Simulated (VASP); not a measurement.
# A VASP study of MgGaPSe (PBEsol + D3(BJ)): structure first, properties next, part 8 of 8

What structure does MgGaPSe take at this level, and what are its properties? The cell is invented: it takes the structure of a Materials Project entry for ZnGaPS (space group 160 there), with some of its atoms replaced by other elements, volume scaled by an estimate. It may not be a known or stable phase. The atoms of the start are displaced at random from the sites of a R3m cell.

VASP 6.6.1; PBEsol with D3(BJ); plane waves and PAW (Se, Ga_d, P, Mg); invented cell.

So far, gap on the k-mesh (eV): step 2 (rough relaxation of the start cell) 1.52; step 3 (relaxing cell and atoms (PBEsol + D3(BJ))) 1.54; step 6 (total and projected DOS (PBEsol + D3(BJ))) 1.54.

## Step 10: Field gradients at the nuclei (PBEsol + D3(BJ))

Field gradients probe how far the charge around each nucleus departs from cubic symmetry; LASPH keeps the non-spherical terms inside the spheres.

Contents of INCAR:

```
SYSTEM = MgGaPSe
PREC = Accurate
ENCUT = 400
EDIFF = 1E-07
NELM = 100
ISMEAR = -1
SIGMA = 0.05
LREAL = .FALSE.
ALGO = Normal
GGA = PS
IVDW = 12
NBANDS = 19
LORBIT = 11
LWAVE = .FALSE.
LCHARG = .FALSE.
KPAR = 2
LEFG = .TRUE.
LASPH = .TRUE.
```

Contents of POSCAR:

```
MgGaPSe
1.0
    3.3957904926     -1.9605671365      0.0002746655
    3.3957904926      1.9605671365      0.0002746655
   -2.2613127420      0.0000000000      6.6937267810
Se Ga P Mg
1 1 1 1
Direct
    0.6164393817      0.6164393817      0.8592685506
    0.4952956285      0.4952956285      0.4928603086
    0.1278096726      0.1278096726      0.3902155306
    0.0021781652      0.0021781652      0.0167696102
```

Contents of KPOINTS:

```
Automatic mesh
0
Gamma
6 6 3
0 0 0
```

PAW data sets: Se, Ga_d, P and Mg (PBE family, release 64).

Launch:

```bash
$ mpirun -np 2 vasp_std
```

Output:

```text
[... set-up lines as in an earlier step ...]
 entering main loop
       N       E                     dE             d eps       ncg     rms          rms(c)
DAV:   1     0.140105049114E+03    0.14011E+03   -0.10345E+04  1298   0.131E+03
DAV:   2    -0.329390734893E+01   -0.14340E+03   -0.13775E+03  1508   0.298E+02
DAV:   3    -0.177186145450E+02   -0.14425E+02   -0.14217E+02  1541   0.874E+01
DAV:   4    -0.181317540750E+02   -0.41314E+00   -0.41251E+00  1721   0.158E+01
DAV:   5    -0.181395096558E+02   -0.77556E-02   -0.77535E-02  1628   0.185E+00    0.507E+00
DAV:   6    -0.175473774297E+02    0.59213E+00   -0.10653E+00  1977   0.169E+01    0.323E+00
DAV:   7    -0.174637223024E+02    0.83655E-01   -0.44257E-01  1506   0.355E+00    0.128E+00
DAV:   8    -0.174615588728E+02    0.21634E-02   -0.28735E-02  1593   0.212E+00    0.259E-01
DAV:   9    -0.174618831032E+02   -0.32423E-03   -0.29648E-03  1757   0.794E-01    0.127E-01
DAV:  10    -0.174619100152E+02   -0.26912E-04   -0.32333E-04  1534   0.124E-01    0.643E-02
DAV:  11    -0.174619808032E+02   -0.70788E-04   -0.64856E-05  1486   0.683E-02    0.254E-02
DAV:  12    -0.174619875670E+02   -0.67638E-05   -0.11625E-05  1547   0.244E-02    0.809E-03
DAV:  13    -0.174619876964E+02   -0.12943E-06   -0.21279E-06  1662   0.102E-02    0.210E-03
DAV:  14    -0.174619877314E+02   -0.34980E-07   -0.33684E-07  1481   0.588E-03
ion   1
     0.0000000     0.0000000     0.0000000    -2.5131486     0.0006258    -0.0017504
     0.0000499     0.0000000     0.0000000    -2.5131486     0.0006258    -0.0017504
     0.0000687     0.0000000     0.0000000    -2.5131486     0.0006258    -0.0017504
     0.0000946     0.0000000     0.0000000    -2.5131486     0.0006258    -0.0017504
     0.0001302     0.0000000     0.0000000    -2.5131485     0.0006258    -0.0017504

     0.0000000     0.0000000     0.0000000  -132.3014921     0.2226805    -0.0732159
     0.0000499     0.0000000     0.0000000  -132.2958325     0.2226716    -0.0732127
     0.0000687     0.0000000     0.0000000  -132.2926635     0.2226667    -0.0732109
     0.0000946     0.0000000     0.0000000  -132.2875300     0.2226588    -0.0732079
     0.0001302     0.0000000     0.0000000  -132.2792553     0.2226461    -0.0732032

ion   2
     0.0000000     0.0000000     0.0000000    -0.1103397    -0.0005252     0.0001597
     0.0000481     0.0000000     0.0000000    -0.1103397    -0.0005252     0.0001597
     0.0000628     0.0000000     0.0000000    -0.1103397    -0.0005252     0.0001597
     0.0000820     0.0000000     0.0000000    -0.1103397    -0.0005252     0.0001597
     0.0001070     0.0000000     0.0000000    -0.1103398    -0.0005252     0.0001597

     0.0000000     0.0000000     0.0000000   -45.8454635    -0.1484445    -0.0560456
     0.0000481     0.0000000     0.0000000   -45.8438175    -0.1484396    -0.0560437
     0.0000628     0.0000000     0.0000000   -45.8430391    -0.1484373    -0.0560428
     0.0000820     0.0000000     0.0000000   -45.8418620    -0.1484338    -0.0560414
     0.0001070     0.0000000     0.0000000   -45.8400918    -0.1484286    -0.0560394

ion   3
     0.0000000     0.0000000     0.0000000     1.9053968     0.0000711     0.0061253
     0.0000365     0.0000000     0.0000000     1.9053968     0.0000711     0.0061253
     0.0000503     0.0000000     0.0000000     1.9053967     0.0000711     0.0061253
     0.0000692     0.0000000     0.0000000     1.9053967     0.0000711     0.0061253
     0.0000953     0.0000000     0.0000000     1.9053967     0.0000711     0.0061253

     0.0000000     0.0000000     0.0000000    40.2344959    -0.0546604     0.0986338
     0.0000365     0.0000000     0.0000000    40.2344024    -0.0546603     0.0986335
     0.0000503     0.0000000     0.0000000    40.2343450    -0.0546602     0.0986334
     0.0000692     0.0000000     0.0000000    40.2342495    -0.0546600     0.0986332
     0.0000953     0.0000000     0.0000000    40.2340917    -0.0546598     0.0986328

ion   4
     0.0000000     0.0000000     0.0000000     0.3805144     0.0069183     0.0018395
     0.0000337     0.0000000     0.0000000     0.3805144     0.0069183     0.0018395
     0.0000464     0.0000000     0.0000000     0.3805144     0.0069183     0.0018395
     0.0000638     0.0000000     0.0000000     0.3805144     0.0069183     0.0018395
     0.0000879     0.0000000     0.0000000     0.3805144     0.0069183     0.0018395

     0.0000000     0.0000000     0.0000000     6.8751506     0.0976454     0.0203869
     0.0000337     0.0000000     0.0000000     6.8751433     0.0976453     0.0203868
     0.0000464     0.0000000     0.0000000     6.8751388     0.0976452     0.0203868
     0.0000638     0.0000000     0.0000000     6.8751311     0.0976451     0.0203868
     0.0000879     0.0000000     0.0000000     6.8751183     0.0976450     0.0203868

   1 F= -.18573019E+02 E0= -.18573019E+02  d E =-.109944E-07
```

Run time: 31 s. Hardware: 2 MPI ranks of AMD EPYC 7R43, shared host; peak memory 0.36 GiB; 59 s of CPU time.

Parts of OUTCAR (step 10):

```text
   k-points           NKPTS =     34   k-points in BZ     NKDIM =     34   number of bands    NBANDS=     19

   NELECT =      26.0000    total number of electrons

 E-fermi :   3.6322

 k-point     1 :       0.0000    0.0000    0.0000
  band No.  band energies     occupation
    ...
      9       2.0281      2.00000
     10       2.0285      2.00000
     11       2.6338      2.00000
     12       2.8372      2.00000
     13       2.8376      2.00000
     14       4.3763      0.00000
     15       5.9698      0.00000
     16       7.4818      0.00000
     17       7.4829      0.00000
     18       8.0247      0.00000
    ...

 Edisp (eV)   -1.11103

  Total       0.01273     0.01136    -0.00427     0.00000     0.00000    -0.00219
  in kB       0.22874     0.20411    -0.07667     0.00000     0.00000    -0.03934
  external pressure =        0.12 kB  Pullay stress =        0.00 kB

 POSITION                                       TOTAL-FORCE (eV/Angst)
 -----------------------------------------------------------------------------------
      2.24352      0.00000      5.75205         0.000815      0.000000     -0.000229
      2.24933      0.00000      3.29934        -0.000184      0.000000     -0.002541
     -0.01437      0.00000      2.61207        -0.002959      0.000000     -0.004768
     -0.02313      0.00000      0.11225         0.002328      0.000000      0.007538
 -----------------------------------------------------------------------------------
    total drift:                                0.000621      0.000000      0.000568

  FREE ENERGIE OF THE ION-ELECTRON SYSTEM (eV)
  ---------------------------------------------------
  free  energy   TOTEN  =       -18.5730186704 eV

  energy  without entropy=      -18.5730186594  energy(sigma->0) =      -18.57301866

 Electric field gradients after diagonalization (V/A^2)
 (convention: |V_zz| > |V_xx| > |V_yy|)
----------------------------------------------------------------------
 ion       V_xx      V_yy      V_zz     asymmetry (V_yy - V_xx)/ V_zz
----------------------------------------------------------------------
   1     -83.565   -83.406   166.971       0.001
   2     -28.725   -28.597    57.322       0.002
   3      25.361    25.148   -50.509       0.004
   4       4.554     4.507    -9.061       0.005
----------------------------------------------------------------------

[... 6 parts as in an earlier step ...]

[... 10 further parts left out ...]
```

A gap read on the k-mesh alone can miss the band edges.

Numbers from this step:

```yaml
scf_cycles: 14
irreducible_k_points: 34
free_energy_toten: -18.57 eV
fermi_energy: 3.632 eV
pressure: 0.01187 GPa
gap_on_the_k_mesh: 1.539 eV
least_direct_gap_on_the_k_mesh: 1.539 eV
```

Electric field gradients, by row:

```csv
atom,Vxx (V/Å²),Vyy (V/Å²),Vzz (V/Å²),asymmetry
Se1,-83.56,-83.41,167,0.001
Ga2,-28.73,-28.6,57.32,0.002
P3,25.36,25.15,-50.51,0.004
Mg4,4.554,4.507,-9.061,0.005
```

The largest gradient, 166.97 V/Å², sits on Se1; the stable nuclei of Se have no quadrupole moment in their ground state, so NMR and NQR don't see it.

## Step 11: Outcome

| Item | Value |
| --- | --- |
| relaxed volume | 22.28 Å³/atom |
| relaxed conventional cell a, b, c | 3.921, 3.921, 20.082 Å; angles 90.0, 90.0, 120.0° |
| space group after relaxing, within 0.02 Å (lengths above averaged to it) | R3m (No. 160) |
| band gap | 1.54 eV, direct |
| gap among the points of the DOS mesh alone, an upper bound | 1.54 eV |
| bulk modulus (Hill) | 67.1 GPa |
| shear modulus (Hill) | 27.7 GPa |
| Debye temperature from the elastic constants | 320 K |
| highest zone-centre mode | 372 cm⁻¹ |
| largest field gradient Vzz | 166.97 V/Å² on Se1 |

What this shows: With PBEsol + D3(BJ), MgGaPSe relaxes to 22.28 Å³/atom in space group R3m and has a direct gap of 1.54 eV. Band structure (PBEsol + D3(BJ)): On this path the gap is direct, 1.54 eV, with the valence top at Γ and the conduction bottom at Γ. Vibrations at Γ (PBEsol + D3(BJ)): The highest mode in this list at Γ, 371.5 cm⁻¹, has its largest share on Mg (58 % of the kinetic energy). Response to an electric field (PBEsol + D3(BJ)): The principal values of the electronic dielectric tensor with local fields are 7.22, 8.60 and 8.60. Response to an electric field (PBEsol + D3(BJ)): Mean Born effective charge: Se1 -1.97, Ga2 2.35, P3 -2.27, Mg4 1.90 e. Semilocal functionals usually underestimate gaps. Spin-orbit coupling is left out; it would split some degenerate bands. Modes at Γ alone can't show that the crystal is stable at other wave vectors, and the LO-TO splitting is not included. No search among competing phases was made. All values are for a static lattice at zero temperature.

[Lines on the potential files, build, host, timing and source positions are cut from VASP's logs without a mark.]

[Logs are printed without paths, hosts, clocks, repeated set-up lines and the standing remarks that a program may print on its own settings, such as how far it seeks lower states.]

[Hosts, paths, dates, database ids (printed as entryN), source tags and the programs' standing remarks are cut or masked in the printed files.]

[A measured line is paired with the nearest computed mode of its activity, which favours agreement.]

[In band tables of VASP the shares of atoms and orbitals are scaled to a sum of 1 inside the atoms' spheres.]
